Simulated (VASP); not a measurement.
Set up this calculation in VASP 6.6.1, as the native input.

- Task: single point
- Functional: PBE
- Potentials or basis: VASP PAW PBE potentials, release 64 (Hf_pv, Si, B)
- Cutoff: 520 eV
- k mesh: 4 × 7 × 3
- Occupations: gaussian, width 0.15 eV
- Spin: no spin polarisation
- Further INCAR settings: PREC = Normal; LREAL = Auto; ALGO = Fast; EDIFF = 1e-05; NBANDS = 43

The structure of HfSi2B4 lies in POSCAR:

```
HfSi2B4
1.0
    5.4787120000      0.0000000000      0.0000000000
    0.0000000000      3.1037410000      0.0000000000
   -0.0246560000      0.0000000000      9.3026020000
Hf Si B
2 4 8
Direct
    0.9795550000      0.0000000000      0.9946360000
    0.4819550000      0.5000000000      0.9968530000
    0.1911440000      0.0000000000      0.3787240000
    0.7722040000      0.0000000000      0.3907590000
    0.7242270000      0.5000000000      0.5931880000
    0.3866720000      0.0000000000      0.6025190000
    0.1476890000      0.5000000000      0.8175030000
    0.6475440000      0.0000000000      0.8180600000
    0.3071570000      0.0000000000      0.8129000000
    0.8179820000      0.5000000000      0.8063900000
    0.3180110000      0.0000000000      0.1785970000
    0.8158190000      0.5000000000      0.1805040000
    0.1479730000      0.5000000000      0.1885490000
    0.6485410000      0.0000000000      0.1864570000
```

The cell was built by a generator and needn't be a form met in nature.

One way to write it, as run:

INCAR

```
SYSTEM = HfSi2B4
PREC = Normal
ENCUT = 520
EDIFF = 1E-5
ISMEAR = 0
SIGMA = 0.15
LREAL = Auto
LASPH = .True.
NELM = 80
ALGO = Fast
ISIF = 2
LWAVE = .False.
LCHARG = .False.
GGA = PE
NBANDS = 43
```

KPOINTS

```
regular mesh
0
Gamma
  4 7 3
  0 0 0
```

Potentials or basis: VASP PAW PBE potentials, release 64 (Hf_pv, Si, B).

Command:

```bash
$ cat potpaw_PBE.64/Hf_pv/POTCAR potpaw_PBE.64/Si/POTCAR potpaw_PBE.64/B/POTCAR > POTCAR
$ mpirun -np 1 vasp_std > vasp.out
```

It gave:

* Pressure: 0.0 GPa
* Largest force: 0.022 eV/Å
* Band gap on the k mesh: none (metal or under the smearing width)

Run time: 46 s on 1 thread of Intel(R) Xeon(R) Platinum 8559C (Emerald Rapids), with other jobs on the host, peak memory 0.24 GiB.
